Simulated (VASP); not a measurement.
# KFeSi (P-6m2) in VASP: further runs

One crystal, KFeSi, is run at these levels: PBE, LDA; tasks: relaxation of cell and atoms.

Program: VASP 6.6.1. These are calculated values, not measurements. Logs are shortened: lines on timing, memory, paths and dates and some standing lists are left out, and cuts for length are marked.

## (1) The structure

It takes space group P-6m2 (No. 187, hexagonal). Conventional cell: a = 4.276 Å, b = 4.276 Å, c = 4.286 Å, α = 90.00°, β = 90.00°, γ = 120.00°. K (site symmetry -6m2) is surrounded by 3 Si at 2.47 Å. Around Fe (site symmetry -6m2) lie 6 Si at 3.27 Å and 6 K at 3.27 Å. Around Si (site symmetry -6m2) lie 3 K at 2.47 Å.

The cell was built by a generator and needn't be a form met in nature.

## (2) Relaxation of cell and atoms, PBE, collinear spin, ferromagnetic start

INCAR reads:

```
SYSTEM = KFeSi
PREC = Accurate
ENCUT = 600
EDIFF = 1E-6
ISMEAR = 1
SIGMA = 0.2
LREAL = .False.
LASPH = .True.
NELM = 150
ALGO = Normal
ISIF = 3
LWAVE = .False.
LCHARG = .False.
ISPIN = 2
MAGMOM = 0 3 0
LORBIT = 11
LMAXMIX = 4
GGA = PE
IBRION = 2
NSW = 60
EDIFFG = -0.01
```

KPOINTS reads:

```
regular mesh
0
Gamma
  7 7 6
  0 0 0
```

POSCAR reads:

```
KFeSi
1.0
    4.2756079900      0.0000000000      0.0000000000
   -2.1378039900      3.7027851400      0.0000000000
    0.0000000000      0.0000000000      4.2862818400
K Fe Si
1 1 1
Direct
    0.3333333300      0.6666666700      0.5000000000
    0.6666666700      0.3333333300      0.0000000000
    0.0000000000      0.0000000000      0.5000000000
```

Potentials or basis: VASP PAW PBE potentials, release 64 (K_sv, Fe, Si).

Command:

```console
> cat potpaw_PBE.64/K_sv/POTCAR potpaw_PBE.64/Fe/POTCAR potpaw_PBE.64/Si/POTCAR > POTCAR
> mpirun -np 1 vasp_std > vasp.out
```

OUTCAR:

```text
SYSTEM = KFeSi
   PREC = Accurate
   ENCUT = 600
   EDIFF = 1E-6
   ISMEAR = 1
   LREAL = .False.
   LASPH = .True.
   NELM = 150
   ISIF = 3
   ISPIN = 2
   LORBIT = 11
   GGA = PE
   IBRION = 2
   NSW = 60
   EDIFFG = -0.01

 ion  position               nearest neighbor table
   1  0.333  0.667  0.500-   3 2.47   3 2.47   3 2.47   2 3.27   2 3.27   2 3.27   2 3.27   2 3.27
                             2 3.27
   2  0.667  0.333  0.000-   1 3.27   1 3.27   1 3.27   1 3.27   1 3.27   1 3.27
   3  0.000  0.000  0.500-   1 2.47   1 2.47   1 2.47

  LATTYP: Found a hexagonal cell.
 ALAT       =     4.2756079900
 C/A-ratio  =     1.0024964520

  Lattice vectors:

 A1 = (   4.2756079900,   0.0000000000,   0.0000000000)
 A2 = (  -2.1378039900,   3.7027851400,   0.0000000000)
 A3 = (   0.0000000000,   0.0000000000,   4.2862818400)

Analysis of symmetry for initial positions (statically):
=====================================================================
 Subroutine PRICEL returns:
 Original cell was already a primitive cell.

 Routine SETGRP: Setting up the symmetry group for a
 hexagonal supercell.

 Subroutine GETGRP returns: Found 12 space group operations
 (whereof 12 operations were pure point group operations)
 out of a pool of 24 trial point group operations.

The static configuration has the point symmetry D_3h.

Analysis of symmetry for dynamics (positions and initial velocities):
=====================================================================
 Subroutine PRICEL returns:
 Original cell was already a primitive cell.

 Routine SETGRP: Setting up the symmetry group for a
 hexagonal supercell.

 Subroutine GETGRP returns: Found 12 space group operations
 (whereof 12 operations were pure point group operations)
 out of a pool of 24 trial point group operations.

The dynamic configuration has the point symmetry D_3h.

Analysis of structural, dynamic, and magnetic symmetry:
=====================================================================
 Subroutine PRICEL returns:
 Original cell was already a primitive cell.

 Routine SETGRP: Setting up the symmetry group for a
 hexagonal supercell.

 Subroutine GETGRP returns: Found 12 space group operations
 (whereof 12 operations were pure point group operations)
 out of a pool of 24 trial point group operations.

The overall configuration has the point symmetry D_3h.

 Subroutine INISYM returns: Found 12 space group operations
 (whereof 12 operations are pure point group operations),
 and found     1 'primitive' translations
[... 133 lines left out ...]
 maximum number of plane-waves:      2298
 NGX is ok and might be reduce to    36
   NGX = 17   NGY = 17   NGZ = 17

--------------------------------------- Ionic step        1  -------------------------------------------

 number of electron      20.9999997 magnetization       2.8969876

 Free energy of the ion-electron system (eV)
  ---------------------------------------------------
  ext. energy  EPLUGINS =         0.00000000
  ---------------------------------------------------
  free energy    TOTEN  =        -8.13024935 eV

  energy without entropy =       -8.12974213  energy(sigma->0) =       -8.13008028

------------------------ aborting loop because EDIFF is reached ----------------------------------------

  FORCE on cell =-STRESS in cart. coord.  units (eV):
  Direction    XX          YY          ZZ          XY          YZ          ZX
  --------------------------------------------------------------------------------------
  -------------------------------------------------------------------------------------
  Total        7.8204811      7.8204812     -4.1678321      0.0000000      0.0000000      0.0000000
  in kB      184.6447396    184.6447400    -98.4042112      0.0000002      0.0000000      0.0000000
  external PRESSURE =      90.2950894 kB  Pullay stress =       0.0000000 kB
[... 96 lines left out ...]
  FREE ENERGIE OF THE ION-ELECTRON SYSTEM (eV)
  ---------------------------------------------------
  free  energy   TOTEN  =        -8.7254618211 eV

  energy  without entropy=       -8.7085926756  energy(sigma->0) =       -8.71983877

 E-fermi :   3.2264     XC(G=0):  -9.4999

 val. band max:        3.2224386377   @ k =   0.1429   0.1429   0.3333
 cond. band min:       3.2312255090   @ k =   0.4286   0.1429   0.1667
 fundamental gap:      0.0087868713
 Fermi energy:         3.2264177924

 spin component 1

 k-point     1 :       0.0000    0.0000    0.0000
  band No.  band energies     occupation
      1     -28.2918      1.00000
      2     -11.6779      1.00000
      3     -11.6779      1.00000
      4      -9.9626      1.00000
      5      -5.9180      1.00000
      6       0.8125      1.00000
[... 895 lines left out ...]
      5      -3.2649      1.00000
      6       1.3675      1.00000
[... 8 lines left out ...]
     15       7.2355      0.00000
     16       7.6359      0.00000

 [... further k-points ...]

[... ionic steps 4 to 12 ...]

--------------------------------------- Ionic step       13  -------------------------------------------

 number of electron      20.9999994 magnetization      -0.0402616

 number of electron      20.9999993 magnetization       0.0833225
[... 71 lines left out ...]
--------------------------------------- Ionic step       15  -------------------------------------------

 number of electron      20.9999993 magnetization       0.0714481

 Free energy of the ion-electron system (eV)
  ---------------------------------------------------
  ext. energy  EPLUGINS =         0.00000000
  ---------------------------------------------------
  free energy    TOTEN  =       -10.51066714 eV

  energy without entropy =      -10.49688001  energy(sigma->0) =      -10.50607143

 E-fermi :   4.5242     XC(G=0): -10.2907

 val. band max:        4.5170531406   @ k =   0.4286   0.0000   0.3333
 cond. band min:       4.5338340098   @ k =   0.1429   0.0000   0.1667
 fundamental gap:      0.0167808692
 Fermi energy:         4.5242382666

 spin component 1

 k-point     1 :       0.0000    0.0000    0.0000
  band No.  band energies     occupation
      1     -26.8839      1.00000
      2     -10.3626      1.00000
      3     -10.3625      1.00000
      4      -8.1925      1.00000
      5      -5.2527      1.00000
      6       1.6452      1.00000
[... 937 lines left out ...]
  FREE ENERGIE OF THE ION-ELECTRON SYSTEM (eV)
  ---------------------------------------------------
  free  energy   TOTEN  =       -10.5106671436 eV

  energy  without entropy=      -10.4968800125  energy(sigma->0) =      -10.50607143

 reached required accuracy - stopping structural energy minimisation

 total charge

# of ion       s       p       d       tot
------------------------------------------
    1        1.989   5.610   0.122   7.721
    2        0.371   0.211   6.294   6.876
    3        0.830   0.705   0.000   1.535
--------------------------------------------------
tot          3.190   6.526   6.416  16.131

 magnetization (x)

# of ion       s       p       d       tot
------------------------------------------
    1        0.000   0.004   0.003   0.007
    2        0.002   0.009   0.030   0.041
    3       -0.005   0.001   0.000  -0.004
--------------------------------------------------
tot         -0.004   0.014   0.033   0.043
```

OSZICAR:

```text
N       E                     dE             d eps       ncg     rms          rms(c)
DAV:   1     0.138397505554E+03    0.13840E+03   -0.97554E+03  2048   0.134E+03
DAV:   2    -0.100212970295E+00   -0.13850E+03   -0.13290E+03  2088   0.309E+02
DAV:   3    -0.111406536467E+02   -0.11040E+02   -0.10735E+02  3832   0.805E+01
DAV:   4    -0.114676256819E+02   -0.32697E+00   -0.32645E+00  2584   0.107E+01
[... 297 lines left out ...]
DAV:   7    -0.105106295334E+02   -0.35130E-04   -0.41980E-04  3336   0.137E-01    0.796E-02
DAV:   8    -0.105106661320E+02   -0.36599E-04   -0.14684E-04  3576   0.107E-01    0.371E-02
DAV:   9    -0.105106681800E+02   -0.20480E-05   -0.36980E-05  3072   0.403E-02    0.259E-02
DAV:  10    -0.105106665368E+02    0.16433E-05   -0.26861E-05  3080   0.358E-02    0.105E-02
DAV:  11    -0.105106671436E+02   -0.60683E-06   -0.53342E-06  1280   0.149E-02
  15 F= -.10510667E+02 E0= -.10506071E+02  d E =-.335330E-03  mag=     0.0722
```

Run time: 31 min. Hardware: 1 thread of Intel Xeon Platinum 8488C (Sapphire Rapids), shared host; peak memory 0.31 GiB.

Results:

```yaml
Free_energy: -10.5107 eV
Relaxed_volume: 18.72 Å³/atom
Relaxed_cell: a = 5.032 Å, b = 5.032 Å, c = 2.561 Å, α = 90.00°, β = 90.00°, γ = 120.00°
Space_group_after_relaxing_to_0.05_Å: P-6m2 (No. 187)
Energy_gained_by_relaxing: 793.5 meV/atom
Ionic_steps: 15
Pressure_after_relaxing: 0.0 GPa
Band_gap_on_the_k_mesh: none (metal or under the smearing width)
Net_moment: 0.07 μB per cell
Site_moments: K +0.01; Fe +0.04; Si -0.00 μB
Valence_electrons_inside_the_program's_atomic_spheres: K 7.72; Fe 6.88; Si 1.53
```

Step by step:
```
step  energy change (eV)  largest force (eV/Å)  pressure (GPa)  volume (Å³)
   1              0.0000                0.0000            9.03        67.86
   2             -0.2399                0.0000           -1.69        80.24
   3             -0.5952                0.0000           -4.51        87.65
   4             -0.6564                0.0000           -5.30        90.57
   5             -2.6987                0.0000           -5.10        80.32
   6              0.7510                0.0000           39.47        53.16
   7             -1.6477                0.0000           -6.36        78.01
   8             -2.1547                0.0000           -4.45        65.97
   9             -2.1581                0.0000           -4.83        67.14
  10             -2.3743                0.0000           -0.52        57.06
  11             -2.3771                0.0000            0.30        55.91
  12             -2.3771                0.0000            0.18        56.12
  13             -2.3800                0.0000           -0.32        56.57
  14             -2.3801                0.0000           -0.26        56.50
  15             -2.3804                0.0000            0.01        56.17
```

Final structure:
```
CELL_PARAMETERS angstrom
5.03239 0.00000 0.00000
-2.51620 4.35818 0.00000
0.00000 0.00000 2.56113
ATOMIC_POSITIONS crystal
K 0.33333 0.66667 0.50000
Fe 0.66667 0.33333 0.00000
Si 0.00000 0.00000 0.50000
```

Levels at points of the mesh, in eV from the Fermi level:
Spin up:
```csv
k point,band 8,band 9,band 10,band 11,band 12,band 13
"(0.00, 0.00, 0.00)",-2.61,-0.41,-0.26,-0.26,0.61,0.61
"(0.00, 0.00, 0.50)",-1.55,-0.75,-0.75,0.37,2.18,2.18
```
Spin down:
```
           k point  band 6  band 7  band 8  band 9  band 10  band 11  band 12  band 13  band 14  band 15
(0.00, 0.00, 0.00)   -2.84   -2.84   -2.51   -0.21     0.03     0.03     0.13     0.13     3.57     3.57
(0.00, 0.00, 0.50)   -4.14   -1.95   -1.95   -0.37    -0.37     0.64     2.08     2.08     3.27     3.27
```

Caveat: the starting moments collapsed, and a magnetic state may lie lower; the volume moved by over 15 % at a fixed basis, so the end points are rough.

## (3) Relaxation of cell and atoms, LDA, collinear spin, ferromagnetic start

INCAR reads:

```
PREC     = Accurate       # precision mode
ENCUT    = 600            # plane-wave cutoff, eV
EDIFF    = 1E-6           # SCF threshold, eV
ISMEAR   = 1              # smearing method
SIGMA    = 0.2            # smearing width, eV
LREAL    = False          # projectors in reciprocal space
LASPH    = True           # aspherical terms in the spheres
NELM     = 120            # most SCF steps
ALGO     = Fast           # electronic algorithm
ISIF     = 3              # what is computed and relaxed
LWAVE    = False          # write WAVECAR
LCHARG   = False          # write CHGCAR
ISPIN    = 2              # spin polarisation
MAGMOM   = 0 3 0          # initial moments
LORBIT   = 11             # projections on sites
LMAXMIX  = 4              # l up to which the mixer works
GGA      = CA             # functional
IBRION   = 2              # ionic algorithm
NSW      = 40             # ionic steps
EDIFFG   = -0.005         # ionic threshold
```

KPOINTS reads:

```
regular mesh
0
Gamma
  7 7 6
```

POSCAR is that of step 2.

Potentials or basis: VASP PAW LDA potentials, release 64 (K_sv, Fe, Si).

Command:

```console
> cat potpaw_LDA.64/K_sv/POTCAR potpaw_LDA.64/Fe/POTCAR potpaw_LDA.64/Si/POTCAR > POTCAR
> mpirun -np 1 vasp_std > vasp.out
```

OUTCAR:

```text
PREC = Accurate
   ENCUT = 600
   EDIFF = 1E-6
   ISMEAR = 1
   LREAL = False
   LASPH = True
   NELM = 120
   ISIF = 3
   ISPIN = 2
   LORBIT = 11
   GGA = CA
   IBRION = 2
   NSW = 40
   EDIFFG = -0.005

 ion  position               nearest neighbor table
   1  0.333  0.667  0.500-   3 2.47   3 2.47   3 2.47   2 3.27   2 3.27   2 3.27   2 3.27   2 3.27
                             2 3.27
   2  0.667  0.333  0.000-   1 3.27   1 3.27   1 3.27   1 3.27   1 3.27   1 3.27
   3  0.000  0.000  0.500-   1 2.47   1 2.47   1 2.47

  LATTYP: Found a hexagonal cell.
 ALAT       =     4.2756079900
 C/A-ratio  =     1.0024964520

  Lattice vectors:

 A1 = (   4.2756079900,   0.0000000000,   0.0000000000)
 A2 = (  -2.1378039900,   3.7027851400,   0.0000000000)
 A3 = (   0.0000000000,   0.0000000000,   4.2862818400)

[... 1312 lines left out ...]
  ext. energy  EPLUGINS =         0.00000000
  ---------------------------------------------------
  free energy    TOTEN  =       -12.96497641 eV

  energy without entropy =      -12.94867346  energy(sigma->0) =      -12.95954209

 E-fermi :   4.9591     XC(G=0): -10.8033

 val. band max:        4.9542489966   @ k =   0.4286   0.1429   0.3333
 cond. band min:       4.9653075248   @ k =   0.1429   0.1429   0.5000
 fundamental gap:      0.0110585282
 Fermi energy:         4.9591347452

 spin component 1

 k-point     1 :       0.0000    0.0000    0.0000
  band No.  band energies     occupation
      1     -26.2403      1.00000
      2     -10.0077      1.00000
      3     -10.0077      1.00000
      4      -7.6660      1.00000
      5      -4.9605      1.00000
      6       1.5277      1.00000
[... 937 lines left out ...]
  FREE ENERGIE OF THE ION-ELECTRON SYSTEM (eV)
  ---------------------------------------------------
  free  energy   TOTEN  =       -12.9649764063 eV

  energy  without entropy=      -12.9486734648  energy(sigma->0) =      -12.95954209

 reached required accuracy - stopping structural energy minimisation

 total charge

# of ion       s       p       d       tot
------------------------------------------
    1        1.993   5.593   0.147   7.733
    2        0.399   0.240   6.254   6.893
    3        0.839   0.736   0.000   1.575
--------------------------------------------------
tot          3.231   6.570   6.401  16.202

 magnetization (x)

# of ion       s       p       d       tot
------------------------------------------
    1       -0.004  -0.003  -0.016  -0.023
    2        0.014   0.011   2.421   2.446
    3       -0.002  -0.054   0.000  -0.057
--------------------------------------------------
tot          0.008  -0.046   2.405   2.366
```

OSZICAR:

```text
N       E                     dE             d eps       ncg     rms          rms(c)
DAV:   1     0.142592548929E+03    0.14259E+03   -0.96930E+03  2048   0.135E+03
DAV:   2    -0.461095935368E-01   -0.14264E+03   -0.13662E+03  2064   0.325E+02
[... 349 lines left out ...]
DAV:   1    -0.129651390595E+02   -0.14882E-03   -0.56451E-03  2376   0.776E-01    0.118E-01
RMM:   2    -0.129657920619E+02   -0.65300E-03   -0.13688E-03  2091   0.423E-01    0.412E-01
RMM:   3    -0.129649927082E+02    0.79935E-03   -0.57711E-04  2099   0.321E-01    0.319E-02
RMM:   4    -0.129649772031E+02    0.15505E-04   -0.61454E-05  2145   0.594E-02    0.239E-02
RMM:   5    -0.129649768169E+02    0.38612E-06   -0.15876E-05  2400   0.340E-02    0.169E-02
RMM:   6    -0.129649764063E+02    0.41060E-06   -0.54462E-06  1983   0.188E-02
  16 F= -.12964976E+02 E0= -.12959542E+02  d E =-.113963E-02  mag=     2.2802
```

It took 27 min on 1 thread of Intel Xeon Platinum 8488C (Sapphire Rapids), shared host; peak memory 0.26 GiB.

What came out:

| Property | Result |
| --- | --- |
| Free energy | -12.9650 eV |
| Relaxed volume | 17.76 Å³/atom |
| Relaxed cell | a = 4.905 Å, b = 4.905 Å, c = 2.556 Å, α = 90.00°, β = 90.00°, γ = 120.00° |
| Space group after relaxing (to 0.05 Å) | P-6m2 (No. 187) |
| Energy gained by relaxing | 1116.0 meV/atom |
| Ionic steps | 16 |
| Pressure after relaxing | 0.0 GPa |
| Band gap on the k mesh | none (metal or under the smearing width) |
| Net moment | 2.28 μB per cell |
| Site moments | K -0.02; Fe +2.45; Si -0.06 μB |
| Valence electrons inside the program's atomic spheres | K 7.73; Fe 6.89; Si 1.57 |

The path:
| step | energy change (eV) | largest force (eV/Å) | pressure (GPa) | volume (Å³) |
| --- | --- | --- | --- | --- |
| 1 | 0.0000 | 0.0000 | 4.45 | 67.86 |
| 2 | -1.2180 | 0.0000 | -1.96 | 73.40 |
| 3 | -2.1530 | 0.0000 | -7.63 | 78.54 |
| 4 | -3.1112 | 0.0000 | -5.94 | 64.34 |
| 5 | -3.1835 | 0.0000 | -5.07 | 61.67 |
| 6 | -3.1154 | 0.0000 | 1.55 | 56.32 |
| 7 | -3.2064 | 0.0000 | -4.41 | 60.41 |
| 8 | -3.2101 | 0.0000 | -2.53 | 58.63 |
| 9 | -3.2143 | 0.0000 | -3.62 | 59.50 |
| 10 | -3.3337 | 0.0000 | -1.20 | 54.95 |
| 11 | -3.3457 | 0.0000 | -0.18 | 53.60 |
| 12 | -3.3470 | 0.0000 | 0.34 | 52.97 |
| 13 | -3.3481 | 0.0000 | 0.10 | 53.25 |
| 14 | -3.3481 | 0.0000 | -0.06 | 53.34 |
| 15 | -3.3481 | 0.0000 | -0.04 | 53.30 |
| 16 | -3.3481 | 0.0000 | -0.01 | 53.27 |

Final structure:
```yaml
crystal:
  lattice:
    - [4.90534, 0.00000, 0.00000]
    - [-2.45267, 4.24815, 0.00000]
    - [0.00000, 0.00000, 2.55621]
  atoms:
    - { symbol: K, position: [0.33333, 0.66667, 0.50000] }
    - { symbol: Fe, position: [0.66667, 0.33333, 0.00000] }
    - { symbol: Si, position: [0.00000, 0.00000, 0.50000] }
```

Caveat: the volume moved by over 15 % at a fixed basis, so the end points are rough.
